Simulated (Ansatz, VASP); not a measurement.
# MgO: VASP beside Ansatz

One calculation is typed for both programs; each brings its own data sets. How far apart do they land? The cell is taken from a series of VASP runs on this material, whose earlier steps may have relaxed, scaled or displaced it; both programs get it as it stands. Valence electrons are named where the data sets of a main pair hold unlike numbers.

Program: Ansatz 0.2.0. Level of theory: plane waves, with VASP 6.6.1 beside it; band structure at PBE0. Results are calculated unless marked as measured.

## (1) The structure

Symmetry: Fm-3m, No. 225, cubic system. Conventional cell: a = 4.210 Å, b = 4.210 Å, c = 4.210 Å, α = 90.00°, β = 90.00°, γ = 90.00°. Mg has 6 O at 2.11 Å nearest. Nearest to O lie 6 Mg at 2.11 Å. Farther neighbours and most contacts between anions are not listed.

## (2) Ansatz: band structure, PBE0

Ansatz runs on its default PAW (the set named soft_2) files.

The same path points are solved in both programs, so levels can be compared one by one.

input.yaml

```yaml
crystal:
  lattice:
    - [0.0, 2.105205, 2.105205]
    - [2.105205, 0.0, 2.105205]
    - [2.105205, 2.105205, 0.0]
  atoms:
    - { symbol: Mg, position: [0.0, 0.0, 0.0] }
    - { symbol: O, position: [0.5, 0.5, 0.5] }
hamiltonian:
  xc: pbe0
  pseudopotentials: { kind: paw }
kpoints:
  mp_grid: { grid: [6, 6, 6] }
  band_path:
    path:
      - [0.0, 0.0, 0.0]
      - [0.5, 0.0, 0.5]
      - [0.5, 0.22222, 0.72222]
      - [0.40278, 0.34722, 0.75]
      - [0.125, 0.125, 0.25]
      - [0.27778, 0.27778, 0.27778]
      - [0.55556, 0.38889, 0.55556]
      - [0.58333, 0.25, 0.66667]
      - [0.5, 0.30556, 0.69444]
      - [0.48611, 0.48611, 0.52778]
      - [0.625, 0.25, 0.625]
      - [0.5, 0.0, 0.5]
    npoints: 1
scf:
  occupations: { method: gaussian, width: 0.03 }
  n_extra_bands: 7
output:
  forces: true
  stress: true
  eigenvalues: true
```

On the command line:

```bash
> ansatz run input.yaml --threads 4 --pin off --max-ram 9216MiB --backend cpu --events-out ev --progress --plain --runs-dir out
```

Numbers of over 12 decimals in the logs are rounded to 6 here.

Log:

```text
Warning: output.stress: scf.convergence.dr2_threshold = 1e-7 eV (the SCF's general default) is looser than the 2e-10 eV advised for a printed stress (1e-10 eV for each atom of the cell: 2). What an SCF threshold leaves in a stress goes as its square root, and in the free energy as the threshold itself, and one threshold admits the most on a small cell: [figures from the program's tests cut] Set scf.convergence.dr2_threshold to 2e-10 eV or tighter. The threshold is an SCF's pass mark: one that does not reach it within its budget of iterations ends unconverged, or closes short of it on a stop that the run arms, and scf.convergence.dr2_threshold's page says what that costs each kind of run
Warning: output.stress: scf.exx.energy_threshold = 1e-6 eV is looser than the 2e-8 eV advised for a stress under a hybrid functional (1e-8 eV for each atom of the cell: 2). Every SCF of the exchange loop can meet its threshold on dr2 while the loop round them stops early: no threshold on dr2 bounds what that leaves in the stress. Set scf.exx.energy_threshold to 2e-8 eV or tighter. The threshold is the loop's pass mark: a loop that does not reach it within its budget of cycles ends unconverged, and scf.exx.energy_threshold's page has the law
scf.n_extra_bands = 7 over 8 filled bands (N_el = 16.0): the run solves 15 bands
Engine: ansatz 0.2.0, x86_64-unknown-linux-gnu
Pseudopotentials: kind: paw
Pseudopotential: Mg, paw, valence charge 10, recommended cutoff 420 eV (normal), Mg.paw.azcp
Pseudopotential: O, paw, valence charge 6, recommended cutoff 420 eV (normal), O.paw.azcp
Functional definition: PBE0
  parameter a = 0.25
  parameter kappa = 0.804
  parameter beta = 0.066725
  exchange = (1 - a)*pbe_x(kappa = kappa, mu = beta*pi^2/3) + a*exact_x
  correlation = pbe_c(beta = beta)
Crystal: 2 atoms, lattice volume = 18.660 Å³
Basis set: ecut = 420 eV, 339 PW (Γ), exchange–correlation on 40×40×40 points (8 copies of the dense FFT grid, shifted against one another)
Bands: 15, of which v1, the nominal top of the filled ones, is band 8 counted from 1 (7 counted from 0)
Symmetry: 48 space group operations
Space group: Fm-3m (ITA 225), of the structure as read, at distance tolerance 2.7e-5 Å
k-points: 16 of 216
Non-local potential: Mg, projectors of the file, l = 0: 3, l = 1: 2, l = 2: 1
Non-local potential: O, projectors of the file, l = 0: 2, l = 1: 2, l = 2: 1
PAW form: soft (Blöchl's): semilocal exchange-correlation on the pseudo side does not see the compensation charge
PAW frozen core: Mg, regenerated for the run's functional, and the local potential with it (the file was generated under x = pbe(κ = 0.804, μ = 0.219515), c = pbe(β = 0.066725))
PAW frozen core: O, regenerated for the run's functional, and the local potential with it (the file was generated under x = pbe(κ = 0.804, μ = 0.219515), c = pbe(β = 0.066725))
PAW one-centre angular grid: Mg, 110 points (default); XC on 64 Gauss nodes
PAW one-centre angular grid: O, 110 points (default); XC on 64 Gauss nodes
Initial density: superposition of atomic densities (neutral atoms: chi_scale 0, normalization atom), corrected by the library's trained network
Initial wavefunctions: pseudopotential atomic-orbital guess
Functional: x = pbe(κ = 0.804, μ = 0.219515), c = pbe(β = 0.066725), warm-up for x = 0.75 pbe(κ = 0.804, μ = 0.219515) + 0.25 exact, c = pbe(β = 0.066725)
SCF iter   1: F=—  HF=-2494.130346 eV  |F-HF|=—  |Δ(HF+E_count)|=         —  Δρ=6.30e-4  dr2=2.38e-5  ethr=1.77e-3  ⟨swp⟩=2.1  Hψ=1557  notcnv=0
preconditioner: auto → none  [insulator: Δε(μ)=4.752 eV  Ē_g=22.677 eV  σ=0.030 eV  W_gap=1.00  n_scr=8 (ndim 8)  ℏωp=24.3 eV  f_vac=0.000  D(μ)=0.00/eV (n_scr^D=0)]
SCF iter   2: F=-2494.130500 eV  HF=-2494.130461 eV  |F-HF|=3.91e-5  |Δ(HF+E_count)|=   1.15e-4  Δρ=2.95e-4  dr2=3.85e-6  ethr=1.49e-7  ⟨swp⟩=3.2  Hψ=429  notcnv=0  defer=3
SCF 1 stopped early in 2 iterations: F = -2494.130500 eV  dr2 = 3.85e-6
  greatest PAW one-centre occupation: 1.000 electrons in one spin orbital (limit 2), on the Mg atom at site 0 (counted from 0), in its partial waves of l = 0
Initial density: handed on by an earlier stage of this run
Initial wavefunctions: those handed on with the density
Functional: x = 0.75 pbe(κ = 0.804, μ = 0.219515) + 0.25 exact, c = pbe(β = 0.066725)
Frozen-core exchange: fock
SCF iter   1: F=—  HF=-2494.599835 eV  |F-HF|=—  |Δ(HF+E_count)|=         —  Δρ=7.39e-3  dr2=5.54e-3  ethr=2.41e-7  ⟨swp⟩=6.1  Hψ=1134  notcnv=0
preconditioner: auto → none  [insulator: Δε(μ)=7.191 eV  Ē_g=26.124 eV  σ=0.030 eV  W_gap=1.00  n_scr=8 (ndim 8)  ℏωp=24.3 eV  f_vac=0.000  D(μ)=0.00/eV (n_scr^D=0)]
SCF iter   2: F=—  HF=-2494.597678 eV  |F-HF|=—  |Δ(HF+E_count)|=   2.16e-3  Δρ=3.70e-3  dr2=1.26e-3  ethr=2.41e-7  ⟨swp⟩=3.8  Hψ=518  notcnv=0
SCF iter   3: F=—  HF=-2494.601273 eV  |F-HF|=—  |Δ(HF+E_count)|=   3.60e-3  Δρ=1.62e-3  dr2=5.56e-4  ethr=2.41e-7  ⟨swp⟩=3.9  Hψ=562  notcnv=0
SCF iter   4: F=—  HF=-2494.601124 eV  |F-HF|=—  |Δ(HF+E_count)|=   1.50e-4  Δρ=4.99e-4  dr2=3.86e-5  ethr=2.41e-7  ⟨swp⟩=3.9  Hψ=574  notcnv=0
iter 5 solved again at ethr=1.55e-8 eV; its pass at ethr=2.04e-7 eV (dr2=2.48e-6 eV) is discarded
SCF iter   5: F=-2494.601152 eV  HF=-2494.601156 eV  |F-HF|=4.23e-6  |Δ(HF+E_count)|=   3.21e-5  Δρ=1.18e-4  dr2=3.89e-6  ethr=1.55e-8  ⟨swp⟩=2.5  Hψ=799  notcnv=0
SCF 2 stopped early in 5 iterations: F = -2494.601152 eV  dr2 = 3.89e-6
hybrid outer 1: dexx = +4.336e-3 eV, tail = 5.27e-5 eV
Frozen-core exchange: fock
SCF iter   1: F=—  HF=-2494.601176 eV  |F-HF|=—  |Δ(HF+E_count)|=         —  Δρ=1.58e-4  dr2=4.72e-6  ethr=1.65e-6  ⟨swp⟩=2.5  Hψ=488  notcnv=0
preconditioner: auto → none  [insulator: Δε(μ)=7.238 eV  Ē_g=26.105 eV  σ=0.030 eV  W_gap=1.00  n_scr=8 (ndim 8)  ℏωp=24.3 eV  f_vac=0.000  D(μ)=0.00/eV (n_scr^D=0)]
SCF iter   2: F=—  HF=-2494.601174 eV  |F-HF|=—  |Δ(HF+E_count)|=   1.55e-6  Δρ=1.13e-5  dr2=4.02e-8  ethr=2.88e-8  ⟨swp⟩=3.0  Hψ=422  notcnv=0
SCF iter   3: F=-2494.601175 eV  HF=-2494.601175 eV  |F-HF|=2.70e-9  |Δ(HF+E_count)|=   1.23e-7  Δρ=4.86e-6  dr2=2.05e-9  ethr=6.79e-11  ⟨swp⟩=4.2  Hψ=713  notcnv=0
SCF 3 converged in 3 iterations: F = -2494.601175 eV  dr2 = 2.05e-9
  Residual-converged pass: ⟨swp⟩=2.2  Hψ=329  notcnv=0  max |occ|·‖R‖ = 2.4e-6 eV (tolerance 2.4e-6 eV)  dr2=2.05e-9  dr2_onsite=2.19e-9  max |Δocc| = 0.0e0
hybrid outer 2: dexx = +1.435e-7 eV, tail = 2.02e-8 eV, Δε = 5.18e-3 eV (about 2.59e-4 eV left of the loop's levels)
NSCF: frozen V_eff on 12 k-points
hybrid SCF converged: 2 outer / 8 inner (+2 warm-up), last move |dexx| = 1.44e-7 eV, tail = 2.02e-8 eV
Stability not checked: this state was not tested for a lower state beside it, because the functional holds exact exchange (a hybrid, or Hartree-Fock), whose exchange loop this test does not read (fock_operator; see scf.lower_state_search)
Free energy (F): -2494.601175 eV
Frozen-core exchange: fock
Harris-Foulkes:  -2494.601175 eV  (|F-HF|=2.70e-9)
Internal energy: -2494.601175 eV  (E = F + TS)
E sigma→0 (E₀):  -2494.601175 eV
Fermi energy:    10.122114 eV
--- Per-component energies (eV) ---
  E_band       = -346.362918
  E_kinetic    = 256.870272
  E_local      = -1602.160876  (includes V_loc(G=0)·N_el)
  E_nonlocal   = 141.229168
  E_hartree    = 555.075354
  E_xc         = -81.381855
  E_vxc        = -104.259876  (∫ρ·V_xc dr)
  E_exx        = -78.194288  (= α·E_x^exact, valence–valence)
  E_paw        = -396.109060  (= ΣΔE_a)
  E_vpaw       = 8.192368  (= ΣTr[D̂ρ^β])
  E_aug_tail   = 0.002501  (compensation charges beyond the density's cutoff)
  E_ewald      = -1289.872589
  E_core_change = -0.059803  (= ΣΔE_core)
  E_smearing   = -0.000000  (= −TS)
  E_closure    = -0.000000  (closes the sum)
  Σ components = -2494.601175   (vs F -2494.601175, Δ=-4.55e-13)
--- Forces (eV/Å), atoms counted from 1 ---
  atom   1  Mg     0.00000000    -0.00000000     0.00000000
  atom   2  O      0.00000000     0.00000000     0.00000000
  max |Σ_I F_I| component: 1.70e-29 eV/Å
--- Stress (GPa, compression-positive) ---
       -0.971406      -0.000000      -0.000000
        0.000000      -0.971406      -0.000000
        0.000000      -0.000000      -0.971406
  P = ⅓ Tr σ = -0.9714 GPa (-9.714 kbar)
--- Band table (eV; the first three rows and the last of 16) ---
  k-point 0: bands = [... 4 lower, -12.3407, 6.5038, 6.5038, 6.5038, 13.7404, 25.0783, 25.0783, 25.0783, ... 3 higher]
  k-point 1: bands = [... 4 lower, -12.0327, 4.9307, 6.3112, 6.3112, 15.2163, 22.6980, 25.6905, 25.6905, ... 3 higher]
  k-point 2: bands = [... 4 lower, -11.3443, 2.5832, 5.9527, 5.9527, 16.7825, 21.7235, 25.9565, 25.9565, ... 3 higher]
  k-point 15: bands = [... 4 lower, -10.6679, 2.6839, 4.0936, 4.7023, 19.7053, 20.7625, 21.9326, 26.0695, ... 3 higher]
```

Elapsed: 6.4 s, on 4 threads of Intel Xeon Platinum 8488C (Sapphire Rapids), shared host; peak memory 0.62 GiB.

## (3) VASP: band structure, PBE0

The same cell, functional, mesh and smearing now go to VASP, with its own data sets.

Lines of VASP's logs that name or quote its potential files are left out, and so is its time.

The run reads the wave functions of an earlier VASP run, which isn't shown here.

INCAR

```
SYSTEM = MgO
PREC = Accurate
ENCUT = 460
EDIFF = 1E-06
NELM = 100
ISMEAR = 0
SIGMA = 0.03
LREAL = .FALSE.
ALGO = Normal
LHFCALC = .TRUE.
AEXX = 0.25
GGA = PE
LASPH = .TRUE.
NBANDS = 10
PRECFOCK = Fast
HFRCUT = -1
LORBIT = 11
LWAVE = .FALSE.
LCHARG = .FALSE.
KPAR = 4
```

POSCAR

```
MgO
1.0
    0.0000000000      2.1052050000      2.1052050000
    2.1052050000      0.0000000000      2.1052050000
    2.1052050000      2.1052050000      0.0000000000
Mg O
1 1
Direct
    0.0000000000      0.0000000000      0.0000000000
    0.5000000000      0.5000000000      0.5000000000
```

KPOINTS

```
Automatic mesh
0
Gamma
6 6 6
0 0 0
```

KPOINTS_OPT

```
Line mode
10
Line-mode
Reciprocal
  0.00000000   0.00000000   0.00000000 GAMMA
  0.50000000   0.00000000   0.50000000 X

  0.50000000   0.00000000   0.50000000 X
  0.50000000   0.25000000   0.75000000 W

  0.50000000   0.25000000   0.75000000 W
  0.37500000   0.37500000   0.75000000 K

  0.37500000   0.37500000   0.75000000 K
  0.00000000   0.00000000   0.00000000 GAMMA

  0.00000000   0.00000000   0.00000000 GAMMA
  0.50000000   0.50000000   0.50000000 L

  0.50000000   0.50000000   0.50000000 L
  0.62500000   0.25000000   0.62500000 U

  0.62500000   0.25000000   0.62500000 U
  0.50000000   0.25000000   0.75000000 W

  0.50000000   0.25000000   0.75000000 W
  0.50000000   0.50000000   0.50000000 L

  0.50000000   0.50000000   0.50000000 L
  0.37500000   0.37500000   0.75000000 K

  0.62500000   0.25000000   0.62500000 U
  0.50000000   0.00000000   0.50000000 X
```

Potentials, in the order of the species: Mg and O (PBE family, release 64).

On the command line:

```bash
> mpirun -np 4 vasp_std
```

Log:

```text
[banner, memory and clock lines left out]
running    4 mpi-ranks, on    1 nodes
 distrk:  each k-point on    1 cores,    4 groups
 distr:  one band on    1 cores,    1 groups

 POSCAR found type information on POSCAR MgO
 POSCAR found :  2 types and       2 ions
 LDA part: xc-table for (Slater+PW92), standard interpolation
 found WAVECAR, reading the header
 POSCAR, INCAR and KPOINTS ok, starting setup
 FFT: planning ... GRIDC
 FFT: planning ... GRID_SOFT
 FFT: planning ... GRID
 HFRCUT set to (new)   9.872476
 reading WAVECAR
 the WAVECAR file was read successfully
 initial charge from wavefunction
 entering main loop
       N       E                     dE             d eps       ncg     rms          rms(c)
DAV:   1    -0.147999102137E+02   -0.14800E+02   -0.88590E-01   320   0.643E+00    0.711E-01
DAV:   2    -0.147911207506E+02    0.87895E-02   -0.24637E-02   334   0.148E+00    0.335E-01
DAV:   3    -0.147891856047E+02    0.19351E-02   -0.16062E-02   326   0.776E-01    0.220E-01
DAV:   4    -0.147891453260E+02    0.40279E-04   -0.50963E-04   332   0.142E-01    0.146E-01
DAV:   5    -0.147889218209E+02    0.22351E-03   -0.20185E-04   320   0.133E-01    0.722E-02
DAV:   6    -0.147888743762E+02    0.47445E-04   -0.55360E-05   324   0.713E-02    0.374E-02
DAV:   7    -0.147888558658E+02    0.18510E-04   -0.50536E-06   330   0.236E-02    0.221E-02
DAV:   8    -0.147888494358E+02    0.64300E-05   -0.37673E-06   320   0.148E-02    0.135E-02
DAV:   9    -0.147888474794E+02    0.19564E-05   -0.92134E-07   160   0.925E-03    0.822E-03
DAV:  10    -0.147888468342E+02    0.64516E-06   -0.26626E-07   160   0.638E-03
   1 F= -.14788847E+02 E0= -.14788847E+02  d E =-.148506E-22
 Start KPOINTS_OPT (optional k-point list driver)
k-point batch [1-16\100]
       N       E                     dE             ncg
DAV:   1    -0.149274086043E+02   -0.42437E+04      360
DAV:   2    -0.523772900606E+03   -0.50885E+03      364
DAV:   3    -0.540236878055E+03   -0.16464E+02      386
DAV:   4    -0.540367556880E+03   -0.13068E+00      378
DAV:   5    -0.540367839426E+03   -0.28255E-03      374
DAV:   6    -0.540367840371E+03   -0.94507E-06      380
[...]
k-point batch [97-100\100]
       N       E                     dE             ncg
DAV:   1     0.463612117908E+04   -0.14653E+04       88
DAV:   2     0.451797010057E+04   -0.11815E+03       88
DAV:   3     0.451465098132E+04   -0.33191E+01       90
DAV:   4     0.451462957530E+04   -0.21406E-01      104
DAV:   5     0.451462953453E+04   -0.40773E-04       96
DAV:   6     0.451462953438E+04   -0.14902E-06       96
```

From OUTCAR (step 3):

```text
ion  position               nearest neighbor table
   1  0.000  0.000  0.000-   2 2.11   2 2.11   2 2.11   2 2.11   2 2.11   2 2.11
   2  0.500  0.500  0.500-   1 2.11   1 2.11   1 2.11   1 2.11   1 2.11   1 2.11

  LATTYP: Found a face centered cubic cell.
 ALAT       =     4.2104100000

 Subroutine GETGRP returns: Found 48 space group operations
 (whereof 48 operations were pure point group operations)

The static configuration has the point symmetry O_h .

 Found     16 irreducible k-points:

   k-points           NKPTS =     16   k-points in BZ     NKDIM =    216   number of bands    NBANDS=     10

   dimension x,y,z NGX =    24 NGY =   24 NGZ =   24
   dimension x,y,z NGXF=    48 NGYF=   48 NGZF=   48

   ENCUT  =  460.0 eV  33.81 Ry    5.81 a.u.   5.21  5.21  5.21*2*pi/ulx,y,z

   NELECT =       8.0000    total number of electrons

 k-points in reciprocal lattice and weights: Automatic mesh
   0.00000000  0.00000000  0.00000000       0.005
   0.16666667  0.00000000  0.00000000       0.037
   0.33333333  0.00000000  0.00000000       0.037
   0.50000000  0.00000000  0.00000000       0.019
   0.16666667  0.16666667  0.00000000       0.028
   0.33333333  0.16666667  0.00000000       0.111
   0.50000000  0.16666667  0.00000000       0.111
  -0.33333333  0.16666667  0.00000000       0.111
  -0.16666667  0.16666667  0.00000000       0.056
[...]
-0.33333333  0.33333333  0.16666667       0.111
  -0.33333333  0.50000000  0.16666667       0.056

  exchange ACFDT corr.  =         0.00000000  see jH, gK, PRB 81, 115126

 average (electrostatic) potential at core
       1 -30.3545       2 -62.9854

 E-fermi :   1.7539

 k-point     1 :       0.0000    0.0000    0.0000
  band No.  band energies     occupation
      1     -17.2963      2.00000
      2       1.5545      2.00000
      3       1.5545      2.00000
      4       1.5545      2.00000
      5       8.7540      0.00000
      6      20.0994      0.00000
      7      20.0994      0.00000
      8      20.0994      0.00000
      9      23.9975      0.00000
    ...

 k-point     2 :       0.1667    0.0000    0.0000
  band No.  band energies     occupation
      1     -16.9979      2.00000
      2      -0.0232      2.00000
      3       1.3618      2.00000
      4       1.3618      2.00000
      5      10.2328      0.00000
      6      17.7352      0.00000
      7      20.7099      0.00000
      8      20.7099      0.00000
      9      24.6886      0.00000
    ...

 k-point     3 :       0.3333    0.0000    0.0000
  band No.  band energies     occupation
      1     -16.3282      2.00000
      2      -2.3788      2.00000
      3       1.0020      2.00000
      4       1.0020      2.00000
      5      11.8033      0.00000
      6      16.7574      0.00000
      7      20.9454      0.00000
      8      20.9454      0.00000
      9      25.4515      0.00000
    ...

  energy-cutoff  :      460.00
  volume of cell :       18.66
      direct lattice vectors                 reciprocal lattice vectors
     0.000000000  2.105205000  2.105205000    -0.237506561  0.237506561  0.237506561
     2.105205000  0.000000000  2.105205000     0.237506561 -0.237506561  0.237506561
     2.105205000  2.105205000  0.000000000     0.237506561  0.237506561 -0.237506561

 POSITION                                       TOTAL-FORCE (eV/Angst)
 -----------------------------------------------------------------------------------
      0.00000      0.00000      0.00000        -0.000000     -0.000000      0.000000
      2.10521      2.10521      2.10521         0.000000      0.000000      0.000000
 -----------------------------------------------------------------------------------
    total drift:                                0.000000      0.000000      0.000000

  FREE ENERGIE OF THE ION-ELECTRON SYSTEM (eV)
  ---------------------------------------------------
  free  energy   TOTEN  =       -14.7888468342 eV

  energy  without entropy=      -14.7888468342  energy(sigma->0) =      -14.78884683

 total charge
# of ion       s       p       d       tot
------------------------------------------
    1        0.144   0.178   0.078   0.400
    2        1.554   3.588   0.000   5.142
--------------------------------------------------
tot          1.698   3.766   0.078   5.541

[... 3 further parts left out ...]
```

## (4) Side by side

Known differences besides the potentials themselves: exact exchange at q = 0 is treated differently, which shows on coarse meshes; VASP keeps PBE cores, Ansatz makes them for the functional; the data sets hold 16 valence electrons in Ansatz (on its default PAW (the set named soft_2) files) and 8 in VASP; the cutoff is 420 eV in Ansatz and 460 eV in VASP; VASP takes a coarser grid for exact exchange (PRECFOCK = Fast). Total energies have different zeros and are not compared.

Compared:

```
                     quantity  Ansatz   VASP  difference
gap over the path points (eV)   7.237  7.199      +0.037
```

Levels at points of the path, from each program's valence-band top (eV; 3 filled, then empty):

```
k (reciprocal lattice)                         Ansatz                           VASP
     0.000 0.000 0.000      0.00 0.00 0.00 7.24 18.57      0.00 0.00 0.00 7.20 18.55
     0.500 0.000 0.500  -4.39 -1.47 -1.47 11.63 12.72  -4.42 -1.48 -1.48 11.61 12.64
     0.500 0.222 0.722  -3.41 -2.92 -1.89 14.05 14.82  -3.43 -2.94 -1.90 14.04 14.81
     0.403 0.347 0.750  -3.72 -2.90 -1.33 12.86 14.69  -3.75 -2.92 -1.33 12.83 14.62
     0.125 0.125 0.250   -1.96 -0.57 -0.20 9.32 15.60   -1.97 -0.57 -0.20 9.29 15.58
     0.278 0.278 0.278   -3.21 -0.44 -0.44 9.95 15.23   -3.22 -0.44 -0.44 9.92 15.22
     0.556 0.389 0.556  -4.55 -1.66 -0.89 11.68 15.37  -4.56 -1.67 -0.89 11.65 15.35
     0.583 0.250 0.667  -3.68 -2.90 -1.41 13.02 14.73  -3.71 -2.91 -1.42 13.00 14.66
     0.500 0.306 0.694  -3.54 -2.93 -1.60 13.87 14.63  -3.56 -2.95 -1.61 13.86 14.62
     0.486 0.486 0.528  -4.92 -0.79 -0.73 10.55 15.67  -4.94 -0.79 -0.73 10.53 15.65
```

Among the levels compared at these points, filled levels agree within 32 meV and empty ones within 82 meV.

## (5) Summary of results

- largest difference of a filled level at the path points (band structure, PBE0): 32 meV

The largest difference of a filled level at the path points is 32 meV (band structure, PBE0), within the 80 meV picked in this series as the mark of a large difference. The data sets hold unlike numbers of valence electrons (16 in Ansatz and 8 in VASP), so part of the differences comes from the potentials. Such differences can come from data sets, numerical settings and the points named under the comparisons, not from the functional's error against experiment.

[Lines on the potential files, build, host, timing and source positions are cut from VASP's logs without a mark.]

[Logs are printed without paths, hosts, clocks, repeated set-up lines and the standing remarks that a program may print on its own settings, such as how far it seeks lower states.]

[Hosts, paths, dates, database ids (printed as entryN), source tags and the programs' standing remarks are cut or masked in the printed files.]
